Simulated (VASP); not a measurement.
Given:

```yaml
crystal:
  lattice:
    - [4.23024, -2.29484, 0.00933]
    - [4.23024, 2.29484, 0.00933]
    - [2.97700, 0.00000, 3.78137]
  atoms:
    - { symbol: Bi, position: [0.23428, 0.23428, 0.23428] }
    - { symbol: Bi, position: [0.76572, 0.76572, 0.76572] }
```

Level of theory: PW91 GGA, VASP's PBE PAW potentials (set 64) (plane waves; VASP). Run with 520 eV cut-off, 11×11×11 Γ-centred mesh, tetrahedra with Blöchl corrections, potentials Bi_d.

Unless said otherwise, spin-orbit coupling is left out, though it shifts the bands of the heavy elements here.

**Question.** Tabulate the total density of states (states/eV per cell) against energy (eV; zero at the valence-band maximum or, without a gap, the Fermi level).

**Answer.** 
```csv
E (eV),DOS (states/eV)
-9.89,1.40
-9.54,1.47
-9.19,0.84
-8.85,0.52
-8.50,0.35
-8.15,0.21
-7.80,0.10
-7.46,0.00
-7.11,0.00
-6.76,0.00
-6.53,0.00
-6.18,0.00
-5.83,0.00
-5.49,0.00
-5.14,0.00
-4.79,0.00
-4.45,0.01
-4.10,0.58
-3.75,0.90
-3.40,1.10
-3.06,1.29
-2.71,1.75
-2.36,1.85
-2.01,1.84
-1.67,1.86
-1.32,1.76
-0.97,1.78
-0.62,1.59
-0.28,0.86
0.07,0.01
0.30,0.09
0.65,1.13
1.00,1.79
1.34,1.33
1.69,1.29
2.04,1.31
2.39,1.38
2.73,2.04
3.08,1.26
3.43,1.36
```
Within 2 eV below the Fermi level the largest weight inside VASP's projection spheres is Bi p.

The compound is Bi in the a7 structure. It was relaxed first.
